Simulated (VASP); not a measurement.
All values below come from PBEsol GGA, VASP's PBE PAW potentials (set 64) (plane waves; VASP).

The input files of a VASP run:

File KPOINTS:
```
Regular mesh
0
Gamma
14 14 7
0 0 0
```

### INCAR
```
SYSTEM = CoO
PREC = Accurate
ENCUT = 520
EDIFF = 1E-7
NELM = 100
ALGO = Normal
LREAL = .FALSE.
LASPH = .TRUE.
ISMEAR = -5
GGA = PS
LMAXMIX = 4
ISPIN = 2
MAGMOM = 2.5 2.5 0.4 0.4
LORBIT = 11
LWAVE = .FALSE.
LCHARG = .TRUE.
NEDOS = 601
ISIF = 2
LEFG = .TRUE.
```

File POSCAR:
```
CoO
1.0
  2.8521319875   0.0000000000   0.0000000000
 -1.4260659938   2.4700185982   0.0000000000
  0.0000000000   0.0000000000   5.1248885511
Co O
2 2
direct
  0.0000000000   0.0000000000   0.0000000000
  0.0000000000   0.0000000000   0.5000000000
  0.3333330000   0.6666670000   0.2500000000
  0.6666670000   0.3333330000   0.7500000000
```

POTCAR, in this order: Co O (PBE.64 set). Program: vasp_std.

What VASP printed:

OSZICAR:
```
       N       E                     dE             d eps       ncg     rms          rms(c)
DAV:   1     0.244794154348E+03    0.24479E+03   -0.14191E+04  8552   0.168E+03
DAV:   2    -0.593676704160E+01   -0.25073E+03   -0.22939E+03  8712   0.364E+02
DAV:   3    -0.322881207996E+02   -0.26351E+02   -0.25046E+02 10010   0.135E+02
DAV:   4    -0.329583072869E+02   -0.67019E+00   -0.66744E+00  9688   0.231E+01
DAV:   5    -0.329784534619E+02   -0.20146E-01   -0.20147E-01 11356   0.364E+00    0.234E+01
DAV:   6    -0.301535447522E+02    0.28249E+01   -0.38442E+01 11746   0.997E+01    0.258E+01
DAV:   7    -0.282385157710E+02    0.19150E+01   -0.94667E+00 10844   0.721E+01    0.113E+01
DAV:   8    -0.282849410896E+02   -0.46425E-01   -0.16679E+00 10888   0.129E+01    0.682E+00
DAV:   9    -0.282209800188E+02    0.63961E-01   -0.36402E-01 13620   0.106E+01    0.257E+00
DAV:  10    -0.282473599028E+02   -0.26380E-01   -0.11394E-01 10056   0.359E+00    0.968E-01
DAV:  11    -0.282466108463E+02    0.74906E-03   -0.30040E-02 13338   0.233E+00    0.270E-01
DAV:  12    -0.282469412211E+02   -0.33037E-03   -0.38096E-03  9828   0.565E-01    0.133E-01
DAV:  13    -0.282472775909E+02   -0.33637E-03   -0.71486E-04 12304   0.253E-01    0.492E-02
DAV:  14    -0.282473020510E+02   -0.24460E-04   -0.62932E-05 12560   0.941E-02    0.324E-02
DAV:  15    -0.282472981212E+02    0.39298E-05   -0.20141E-05 12360   0.435E-02    0.136E-02
DAV:  16    -0.282473037205E+02   -0.55993E-05   -0.49873E-06 13060   0.290E-02    0.381E-03
DAV:  17    -0.282472939156E+02    0.98049E-05   -0.83187E-07  8994   0.102E-02    0.435E-03
DAV:  18    -0.282472905897E+02    0.33259E-05   -0.12913E-07  4910   0.690E-03    0.103E-03
DAV:  19    -0.282472890254E+02    0.15643E-05   -0.36267E-08  4710   0.242E-03    0.471E-04
DAV:  20    -0.282472895009E+02   -0.47559E-06   -0.19742E-08  4578   0.130E-03    0.200E-04
DAV:  21    -0.282472894984E+02    0.25511E-08   -0.22260E-09  4548   0.567E-04
   1 F= -.28247289E+02 E0= -.28247289E+02  d E =0.000000E+00  mag=     5.9265
```

### OUTCAR
```
------------------------ aborting loop because EDIFF is reached ----------------------------------------
  FORCE on cell =-STRESS in cart. coord.  units (eV):
  Direction    XX          YY          ZZ          XY          YZ          ZX
  --------------------------------------------------------------------------------------
  Total        0.0275477      0.0275477      0.1839554     -0.0000000      0.0000000      0.0000000
  in kB        1.2224805      1.2224804      8.1633603     -0.0000000      0.0000000      0.0000000
  external PRESSURE =       3.5361071 kB  Pullay stress =       0.0000000 kB
  volume of cell :       36.10
      direct lattice vectors                 reciprocal lattice vectors
     2.852131987  0.000000000  0.000000000     0.350614910  0.202427626  0.000000000
    -1.426065994  2.470018598  0.000000000     0.000000000  0.404855251  0.000000000
     0.000000000  0.000000000  5.124888551     0.000000000  0.000000000  0.195126194
 POSITION                                       TOTAL-FORCE (eV/Angst)
 -----------------------------------------------------------------------------------
      0.00000      0.00000      0.00000        -0.000000      0.000000      0.000000
      0.00000      0.00000      2.56244        -0.000000      0.000000      0.000000
     -0.00000      1.64668      1.28122         0.000000     -0.000000     -0.000000
      1.42607      0.82334      3.84367        -0.000000      0.000000      0.000000
 -----------------------------------------------------------------------------------
    total drift:                                0.000000     -0.000000      0.000000
  FREE ENERGIE OF THE ION-ELECTRON SYSTEM (eV)
  ---------------------------------------------------
  free  energy   TOTEN  =       -28.2472894984 eV

  energy  without entropy=      -28.2472894984  energy(sigma->0) =      -28.24728950

 total charge

# of ion       s       p       d       tot
------------------------------------------
    1        0.328   0.435   7.200   7.963
    2        0.328   0.435   7.200   7.963
    3        1.551   3.423   0.000   4.974
    4        1.551   3.423   0.000   4.974
--------------------------------------------------
tot          3.758   7.716  14.400  25.874

 magnetization (x)

# of ion       s       p       d       tot
------------------------------------------
    1        0.012   0.011   2.522   2.545
    2        0.012   0.011   2.522   2.545
    3        0.033   0.335   0.000   0.369
    4        0.033   0.335   0.000   0.369
--------------------------------------------------
tot          0.091   0.693   5.044   5.828

 Electric field gradients after diagonalization (V/A^2)
 (convention: |V_zz| > |V_xx| > |V_yy|)
----------------------------------------------------------------------
 ion       V_xx      V_yy      V_zz     asymmetry (V_yy - V_xx)/ V_zz
----------------------------------------------------------------------
   1     -11.295   -11.292    22.588       0.000
   2     -11.295   -11.292    22.588       0.000
   3      -9.610    -9.608    19.219       0.000
   4      -9.610    -9.608    19.219       0.000
```
(Selected blocks of OUTCAR.)

### OUTCAR
```
 val. band max:        8.6879015153   @ k =   0.0000   0.0000   0.0000

 cond. band min:       8.6330276924   @ k =   0.2857   0.2857   0.4286


 Fermi energy:         8.6428334030

 spin component 1

 k-point     1 :       0.0000    0.0000    0.0000
  band No.  band energies     occupation
      1     -12.1031      1.00000
      2     -10.8967      1.00000
      3      -0.3148      1.00000
      4       2.5541      1.00000
      5       2.5541      1.00000
      6       3.9975      1.00000
      7       4.7485      1.00000
      8       5.2783      1.00000
      9       5.2783      1.00000
     10       5.4874      1.00000
     11       5.4874      1.00000
     12       5.5653      1.00000
     13       5.5653      1.00000
     14       6.2637      1.00000
     15       6.2637      1.00000
     16       6.9037      1.00000
     17       8.6879      0.89424
     18       8.6879      0.11949
     19       9.9454      0.00000
     20      14.4949      0.00000
     21      17.5002      0.00000
     22      24.2286      0.00000

 k-point     2 :       0.0714   -0.0000    0.0000
  band No.  band energies     occupation
      1     -12.0442      1.00000
      2     -10.8792      1.00000
      3      -0.2175      1.00000
      4       2.5182      1.00000
      5       2.5635      1.00000
      6       3.9628      1.00000
      7       4.2793      1.00000
      8       4.9069      1.00000
      9       5.0778      1.00000
     10       5.3142      1.00000
     11       5.7169      1.00000
     12       5.8409      1.00000
     13       5.9686      1.00000
     14       6.2661      1.00000
     15       6.3023      1.00000
     16       6.9004      1.00000
     17       8.5010      1.00394
     18       8.6575      0.74826
     19      10.2968      0.00000
     20      14.8175      0.00000
     21      17.4460      0.00000
     22      23.5350      0.00000

 k-point     3 :       0.1429    0.0000    0.0000
...
```

The moments were started parallel, and other spin orders were not tried in this run. For a metal the tetrahedron method with Blöchl corrections gives inexact stress and forces.

The structure was generated: CoO was put into the NiAs type type (P6_3/mmc), which need not be its known phase. It was relaxed first.
